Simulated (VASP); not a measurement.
Data:

```yaml
crystal:
  lattice:
    - [0.00000, 2.67350, 2.67350]
    - [2.67350, 0.00000, 2.67350]
    - [2.67350, 2.67350, 0.00000]
  atoms:
    - { symbol: K, position: [0.00000, 0.00000, 0.00000] }
    - { symbol: F, position: [0.50000, 0.50000, 0.50000] }
```

Level of theory: PBE GGA with D3 dispersion (Becke-Johnson damping), VASP's PBE PAW potentials (set 64) (plane waves; VASP 6.6.1). Numerical set-up: 520 eV cut-off, 10×10×10 Γ-centred mesh, tetrahedra with Blöchl corrections, potentials K_sv F.

Predict the energy per atom (σ→0), band gap (on the k-mesh) with the smallest direct gap where there is one.

The band gap (on the k-mesh) is 6.16 eV. The smallest direct gap (on the k-mesh) is 6.16 eV and the energy per atom (σ→0) is -4.303 eV/atom.

Only differences to runs with the same potentials and settings are physical.

The structure comes from a measured KF entry (Fm-3m) of the Crystallography Open Database, whose conditions weren't checked. The cell was not relaxed at this level.
